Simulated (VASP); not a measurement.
```yaml
crystal:
  lattice:
    - [3.20084, 0.00000, 0.00000]
    - [-1.60042, 2.77201, 0.00000]
    - [0.00000, 0.00000, 15.44575]
  atoms:
    - { symbol: B, position: [0.66667, 0.33333, 0.50000] }
    - { symbol: P, position: [0.33333, 0.66667, 0.50000] }
```

Computed with r2SCAN meta-GGA, VASP's PBE PAW potentials (set 64) (plane waves; VASP). Settings: 520 eV cut-off, 11×11×1 Γ-centred mesh, tetrahedra with Blöchl corrections, potentials B P.

The cell holds a wide vacuum, so values per volume refer to the whole cell.

Give the energies of bands 2 to 7 at the high-symmetry points, in eV from the valence-band maximum.

```tsv
band	Γ	M	K
2	-4.40	-8.85	-8.46
3	-1.75	-3.86	-6.60
4	-1.75	-1.09	0.00
5	4.17	1.67	1.10
6	5.02	3.20	6.80
7	5.02	8.42	7.86
```

The gap is direct, 1.10 eV, from the valence maximum at K to the conduction minimum at K.

The cell is a sheet with vacuum, built from a generated structure.
